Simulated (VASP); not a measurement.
# Al15VN16 (a cell with a defect) in VASP: notebook, part 2 of 2

VASP 6.6.1. The steps go on from the part before.

## 3. Single point, PBEsol, collinear spin, ferromagnetic start

INCAR reads:

```
PREC = Accurate
ENCUT = 450
EDIFF = 1E-5
ISMEAR = 0
SIGMA = 0.03
LREAL = Auto
LASPH = T
NELM = 120
ALGO = Normal
ISIF = 2
LWAVE = F
LCHARG = F
ISPIN = 2
MAGMOM = 2 0 0 0 0 0 0 0 0 0 0 0 0 0 0 0 0 0 0 0 0 0 0 0 0 0 0 0 0 0 0 0
LORBIT = 11
NUPDOWN = 2
LMAXMIX = 4
GGA = PS
NBANDS = 95
ISYM = 0
```

KPOINTS reads:

```
regular mesh
0
Gamma
  3 3 2
```

POSCAR reads:

```
Al15VN16                                
1.0
    6.2200008610      0.0000000000      0.0000000000
   -3.1100004305      5.3866787572      0.0000000000
    0.0000000000      0.0000000000      9.9600000000
  V               Al              N             
     1    15    16
Direct
     0.3339462031077833    0.1655845013366759    0.9967892864897081
     0.3329239994009887    0.1657477354820598    0.5006059976140617
     0.3331508591606504    0.6652072282347187    0.0012982336416985
     0.3337774338613263    0.6661574907524325    0.5002379399980950
     0.8339234230711378    0.1660947177653672    0.0013978145440340
     0.8324324194218385    0.1649850767525464    0.5004239977306171
     0.8343743607512842    0.6653028966716575    0.0012541177990506
     0.8325001105746448    0.6663011282337102    0.5004754417024805
     0.1665261355715225    0.3331420111836482    0.2522798592248666
     0.1647807686140959    0.3332514679127595    0.7486060177402787
     0.1666806719049509    0.8322655929790678    0.2522008986760891
     0.1650561066956219    0.8293191115516136    0.7483876802762978
     0.6674307482396713    0.3332014391258417    0.2521983097672650
     0.6690186132108622    0.3334918269781594    0.7484877350897750
     0.6670068543233434    0.8328569792182173    0.2503797118346553
     0.6661729748161009    0.8319980309158865    0.7508054668304641
     0.3335059111756788    0.1662318520209453    0.1991011090067683
     0.3328719353650405    0.1654116124126560    0.6931816221841979
     0.3332121356368496    0.6659244672032708    0.1919887535555219
     0.3343686030023052    0.6659123400995770    0.6902242412670399
     0.8337712652254317    0.1665716844513847    0.1920134867379347
     0.8320814273538387    0.1637822210065691    0.6903815966821883
     0.8339599774465508    0.6659868727634657    0.1919822747665406
     0.8322046625523606    0.6662914761800673    0.6904007791629162
     0.1658948375400347    0.3327614906381005    0.4429606085765306
     0.1603648423477533    0.3386697299963282    0.9382192696282809
     0.1658662490300261    0.8317819033282070    0.4429062357929371
     0.1606630880723585    0.8189495208317733    0.9379533017036469
     0.6670092706056584    0.3329382119839704    0.4429461841513594
     0.6805666995138786    0.3389524915935007    0.9380404322448845
     0.6663640332552218    0.8325358379562084    0.4406513554896014
     0.6671703791511848    0.8321300524396040    0.9423392400902381
```

Potentials or basis: VASP PAW PBE potentials, release 64 (V_sv, Al, N).

Launch:

```sh
$ cat potpaw_PBE.64/V_sv/POTCAR potpaw_PBE.64/Al/POTCAR potpaw_PBE.64/N/POTCAR > POTCAR
$ mpirun -np 1 vasp_std > vasp.out
```

OUTCAR:

```text
PREC = Accurate
   ENCUT = 450
   EDIFF = 1E-5
   ISMEAR = 0
   LREAL = Auto
   LASPH = T
   NELM = 120
   ISIF = 2
   ISPIN = 2
   LORBIT = 11
   NUPDOWN = 2
   GGA = PS
   ISYM = 0

 ion  position               nearest neighbor table
   1  0.334  0.166  0.997-  26 1.96  30 1.96  28 1.96  17 2.02  14 3.06  12 3.07  10 3.07   5 3.11
                             7 3.11   3 3.11   3 3.11   7 3.11   5 3.11  11 3.11  13 3.11   9 3.12
   2  0.333  0.166  0.501-  27 1.89  25 1.89  29 1.89  18 1.92  11 3.06   9 3.06  13 3.06  10 3.06
                            14 3.06  12 3.06   6 3.11   8 3.11   4 3.11   4 3.11   8 3.11   6 3.11
   3  0.333  0.665  0.001-  28 1.87  26 1.87  32 1.89  19 1.90  15 3.06  16 3.07   9 3.07  11 3.08
                            10 3.09  12 3.09   7 3.10   5 3.10   1 3.11   1 3.11   5 3.12   7 3.12
   4  0.334  0.666  0.500-  25 1.88  27 1.89  31 1.89  20 1.89  12 3.05   9 3.05  11 3.05  10 3.06
                            15 3.07  16 3.07   8 3.10   6 3.10   2 3.11   2 3.11   6 3.12   8 3.12
   5  0.834  0.166  0.001-  30 1.87  26 1.87  32 1.89  21 1.90  15 3.06   9 3.07  16 3.08  13 3.08
                            10 3.08  14 3.09   7 3.10   3 3.10   1 3.11   1 3.11   3 3.12   7 3.12
   6  0.832  0.165  0.500-  29 1.88  25 1.89  31 1.89  22 1.89  14 3.05  10 3.05  13 3.06   9 3.06
                            15 3.07  16 3.07   8 3.10   4 3.10   2 3.11   2 3.11   4 3.12   8 3.12
   7  0.834  0.665  0.001-  30 1.87  28 1.87  32 1.89  23 1.90  15 3.07  13 3.07  11 3.07  16 3.08
                            12 3.08  14 3.09   3 3.10   5 3.10   1 3.11   1 3.11   5 3.12   3 3.12
   8  0.833  0.666  0.500-  29 1.88  27 1.89  31 1.89  24 1.89  12 3.05  14 3.05  13 3.06  11 3.06
                            15 3.07  16 3.07   4 3.10   6 3.10   2 3.11   2 3.11   6 3.12   4 3.12
   9  0.167  0.333  0.252-  17 1.87  21 1.89  19 1.89  25 1.90   4 3.05   6 3.06   2 3.06   3 3.07
[... 17 lines left out ...]
  19  0.333  0.666  0.192-  15 1.89   9 1.89  11 1.89   3 1.90
  20  0.334  0.666  0.690-  12 1.88  10 1.88  16 1.89   4 1.89
  21  0.834  0.167  0.192-  15 1.89   9 1.89  13 1.89   5 1.90
  22  0.832  0.164  0.690-  10 1.88  14 1.88  16 1.89   6 1.89
[... 8 lines left out ...]
  31  0.666  0.833  0.441-   8 1.89   6 1.89   4 1.89  15 1.90
  32  0.667  0.832  0.942-   7 1.89   3 1.89   5 1.89  16 1.91

IMPORTANT INFORMATION: All symmetrisations will be switched off!
NOSYMM: (Re-)initialisation of all symmetry stuff for point group C_1.
[... 1049 lines left out ...]
      6      -8.1634      1.00000
[... 829 lines left out ...]
     80      12.8419      0.00000
     81      13.0213      0.00000
 [bands above 81 left out]

------------------------ aborting loop because EDIFF is reached ----------------------------------------

  FORCE on cell =-STRESS in cart. coord.  units (eV):
  Direction    XX          YY          ZZ          XY          YZ          ZX
  --------------------------------------------------------------------------------------
  -------------------------------------------------------------------------------------
  Total        4.1532925      4.1592854      1.6962808     -0.0180391      0.0079404     -0.0025001
  in kB       19.9403255     19.9690979      8.1439943     -0.0866071      0.0381225     -0.0120032
  external PRESSURE =      16.0178059 kB  Pullay stress =       0.0000000 kB

 VOLUME and BASIS-vectors are now :
 -----------------------------------------------------------------------------
  energy-cutoff  :      450.00
  volume of cell :      333.71
      direct lattice vectors                 reciprocal lattice vectors
     6.220000861  0.000000000  0.000000000     0.160771682  0.092821574  0.000000000
    -3.110000430  5.386678757  0.000000000     0.000000000  0.185643148  0.000000000
     0.000000000  0.000000000  9.960000000     0.000000000  0.000000000  0.100401606

 POSITION                                       TOTAL-FORCE (eV/Angst)
 -----------------------------------------------------------------------------------
      1.56218      0.89195      9.92802        -0.009489     -0.001471     -0.107583
      1.55531      0.89283      4.98604         0.001882      0.005679      0.004728
      0.00340      3.58326      0.01293         0.067712      0.040836      0.095722
      0.00435      3.58838      4.98237         0.004851      0.002907     -0.000328
      4.67045      0.89470      0.01392         0.004648     -0.074711      0.084103
      4.66463      0.88872      4.98422         0.012168     -0.006389     -0.019024
[... 24 lines left out ...]
      1.55560      4.48460      4.38889        -0.001712     -0.001142      0.025729
      1.56188      4.48242      9.38570        -0.015985      0.000953     -0.031507
 -----------------------------------------------------------------------------------
    total drift:                               -0.001607      0.001762     -0.009382

  FREE ENERGIE OF THE ION-ELECTRON SYSTEM (eV)
  ---------------------------------------------------
  free  energy   TOTEN  =      -253.3782556252 eV

  energy  without entropy=     -253.3782556252  energy(sigma->0) =     -253.37825563

 total charge

# of ion       s       p       d       tot
------------------------------------------
    1        2.291   6.238   3.180  11.709
    2        0.368   0.440   0.000   0.808
    3        0.372   0.452   0.000   0.823
    4        0.370   0.448   0.000   0.818
    5        0.372   0.452   0.000   0.823
    6        0.370   0.448   0.000   0.818
[... 24 lines left out ...]
   31        1.223   2.619   0.000   3.842
   32        1.223   2.609   0.000   3.832
--------------------------------------------------
tot         27.452  54.715   3.180  85.347

 magnetization (x)

# of ion       s       p       d       tot
------------------------------------------
    1        0.016   0.009   1.717   1.741
    2        0.000  -0.000   0.000  -0.000
    3        0.004   0.005   0.000   0.008
    4        0.000   0.000   0.000   0.000
    5        0.004   0.005   0.000   0.008
    6        0.000   0.000   0.000   0.000
[... 24 lines left out ...]
   31        0.000   0.000   0.000   0.000
   32        0.000   0.000   0.000   0.000
--------------------------------------------------
tot          0.029   0.018   1.717   1.763
```

OSZICAR:

```text
N       E                     dE             d eps       ncg     rms          rms(c)
DAV:   1     0.633831620015E+03    0.63383E+03   -0.61422E+04  4088   0.119E+03
DAV:   2    -0.229769414671E+03   -0.86360E+03   -0.83054E+03  4692   0.270E+02
[... 11 lines left out ...]
DAV:  14    -0.253378004995E+03    0.14762E-02   -0.38028E-03  5193   0.295E-01    0.360E-01
DAV:  15    -0.253378258952E+03   -0.25396E-03   -0.30629E-03  5224   0.248E-01    0.169E-01
DAV:  16    -0.253378312816E+03   -0.53864E-04   -0.67008E-04  4561   0.961E-02    0.887E-02
DAV:  17    -0.253378280649E+03    0.32167E-04   -0.11694E-04  4560   0.443E-02    0.514E-02
DAV:  18    -0.253378261941E+03    0.18708E-04   -0.30852E-05  3384   0.243E-02    0.276E-02
DAV:  19    -0.253378255625E+03    0.63154E-05   -0.23805E-05  3496   0.186E-02
   1 F= -.25337826E+03 E0= -.25337826E+03  d E =-.300474E-15  mag=     2.0000
```

stdout:

```text
POSCAR found type information on POSCAR V AlN
 POSCAR found :  3 types and      32 ions
 scaLAPACK will be used
 -----------------------------------------------------------------------------
|                                                                             |
|                                                                             |
|     You enforced a specific xc type in the INCAR file but a different       |
|     I HOPE YOU KNOW WHAT YOU ARE DOING!                                     |
|                                                                             |
 -----------------------------------------------------------------------------

 LDA part: xc-table for (Slater+PW92), standard interpolation
 POSCAR, INCAR and KPOINTS ok, starting setup
 FFT: planning ... GRIDC
 FFT: planning ... GRID_SOFT
 FFT: planning ... GRID
 WAVECAR not read
 entering main loop
```

It took 18 min on 1 thread of Intel Xeon Platinum 8488C (Sapphire Rapids), shared host; peak memory 0.7 GiB.

Results:

```yaml
Free_energy: -253.3783 eV
Largest_force: 0.458 eV/Å
Net_moment: 2.00 μB per cell
Site_moments: V +1.74; Al -0.00, +0.01, +0.00; N -0.00, +0.00, -0.01 μB
Valence_electrons_inside_the_program's_atomic_spheres: V 11.71; Al 0.81, 0.82; N 3.82, 3.83, 3.84, 3.85
```

Forces on the atoms (eV/Å):
```
V   -0.009 -0.001 -0.108
Al   0.002  0.006  0.005
Al   0.068  0.041  0.096
Al   0.005  0.003  0.000
Al   0.005 -0.075  0.084
Al   0.012 -0.006 -0.019
Al  -0.087  0.047  0.093
Al   0.005 -0.002 -0.026
Al  -0.005 -0.002 -0.067
Al   0.056 -0.020 -0.024
Al  -0.002 -0.010 -0.062
Al   0.000  0.059 -0.014
Al   0.012 -0.006 -0.058
Al  -0.043 -0.028 -0.020
Al  -0.005 -0.007 -0.013
Al   0.005  0.003  0.010
N    0.008 -0.006 -0.351
N    0.013  0.000  0.002
N   -0.004 -0.004  0.004
N    0.005  0.013  0.026
N   -0.006  0.001  0.005
N   -0.003  0.005  0.013
N    0.000 -0.009 -0.008
N    0.003 -0.004  0.011
N    0.008 -0.003  0.002
N    0.360 -0.204  0.128
N    0.014  0.005  0.013
N   -0.011  0.426  0.140
N   -0.004 -0.007  0.008
N   -0.381 -0.215  0.135
N   -0.002 -0.001  0.026
N   -0.016  0.001 -0.032
```

Caveat: the k mesh is coarse (spacing up to 0.39 Å⁻¹), so the values aren't converged; the cutoff is under 1.25 times the usual one of these potentials, so pressure, stress and relaxed cells hold a basis-set (Pulay) error; the PAW data sets were made with another functional, which shifts forces and pressure a little; the total moment is fixed, so each spin has its own Fermi level.
